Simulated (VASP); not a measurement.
Input:

```
Al2Pt
1.0
    0.00000     2.94714     2.94714
    2.94714     0.00000     2.94714
    2.94714     2.94714     0.00000
Al Pt
2 1
Direct
  0.25000   0.25000   0.25000
  0.75000   0.75000   0.75000
  0.00000   0.00000   0.00000
```

Level of theory: PBEsol GGA, VASP's PBE PAW potentials (set 64) (plane waves; VASP). Numerical set-up: 480 eV cut-off, 8×8×8 Γ-centred mesh, first-order Methfessel-Paxton smearing of 0.10 eV, potentials Al Pt.

Each row applies one change to this cell, which was relaxed at other settings and keeps the small stress of the first row; at a fixed cut-off the stress holds a Pulay part, so it need not integrate to ΔE exactly. Stress is in GPa, positive when the cell is compressed.

```csv
change,ΔE (meV/atom),σxx,σyy,σzz,"largest shear component, with its sign (GPa)",largest force (eV/Å)
none,0.0,0.08,0.08,0.08,0.00,0.000
isotropic strain of -4.0 %,124.9,22.53,22.53,22.53,0.00,0.000
atom 3 (Pt) moved by 0.050 Å along z,3.7,0.26,0.26,0.14,0.00,0.441
biaxial strain of +0.5 % in the xy plane,0.7,-1.35,-1.35,-1.12,0.00,0.000
isotropic strain of +3.0 %,53.4,-10.06,-10.06,-10.06,0.00,0.000
biaxial strain of -1.5 % in the xz plane,7.7,4.80,4.24,4.80,0.00,0.000
atom 2 (Al) moved by -0.150 Å along z,24.3,0.76,0.76,1.16,-4.00,0.989
```

Failed runs are left out, and for metals the shear rows, which the mesh's noise covers.

The compound is PtAl2 in the fluorite structure.
